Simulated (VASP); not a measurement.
# CaCuSi (space group P-6m2): computed properties

All values below come from PBEsol GGA, VASP's PBE PAW potentials (set 64) (plane waves; VASP).

```json
{
  "space_group": "P-6m2 (187)",
  "cell": "a = b = 4.1009 Å, c = 3.9226 Å, α = β = 90.00°, γ = 120.00°",
  "volume_per_atom": "19.04 Å^3/atom",
  "band gap (over mesh and band path)": "none (metal, semimetal or under 0.01 eV)",
  "density": "3.83 g/cm³"
}
```

```xyz
3
Lattice="4.1009 0.0000 0.0000 -2.0504 3.5515 0.0000 0.0000 0.0000 3.9226" Properties=species:S:1:pos:R:3 pbc="T T T"
Ca     0.0000     0.0000     0.0000
Si     0.0000     2.3676     1.9613
Cu     2.0504     1.1838     1.9613
```

The structure comes from a computed database's CaCuSi entry (P-6m2); how it stands against other phases isn't given here. It was relaxed first. Symmetry was kept, so distortions that lower it aren't found. The electron count is odd and the run is not spin-polarised, which forces a metal.
